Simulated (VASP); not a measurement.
## YTe (relaxed from the wurtzite structure, space group P6_3mc): computed properties

Method: PBEsol GGA, VASP's PBE PAW potentials (set 64) (plane waves; VASP 6.6.1).

space group: P6_3mc (186)
cell: a = 4.2768 Å, b = 4.2768 Å, c = 9.1418 Å, α = 90.00°, β = 90.00°, γ = 120.00°
volume per atom: 36.20 Å³/atom
band gap (over mesh and band path): none (metal, semimetal or under 0.01 eV)
density: 4.97 g/cm³

```xyz
4
Lattice="4.2768 0.0000 0.0000 -2.1384 3.7039 0.0000 0.0000 0.0000 9.1418" Properties=species:S:1:pos:R:3 pbc="T T T"
Y      0.0000     2.4692     0.2461
Y      2.1384     1.2346     4.8170
Te     0.0000     2.4692     3.1821
Te     2.1384     1.2346     7.7530
```

Unless said otherwise, spin-orbit coupling is left out, though it shifts the bands of the heavy elements here.

The structure was generated: YTe was put into the wurtzite type (P6_3mc), which need not be its known phase. It was relaxed first, which changed the volume by -33 %. Symmetry was kept, so distortions that lower it aren't found.
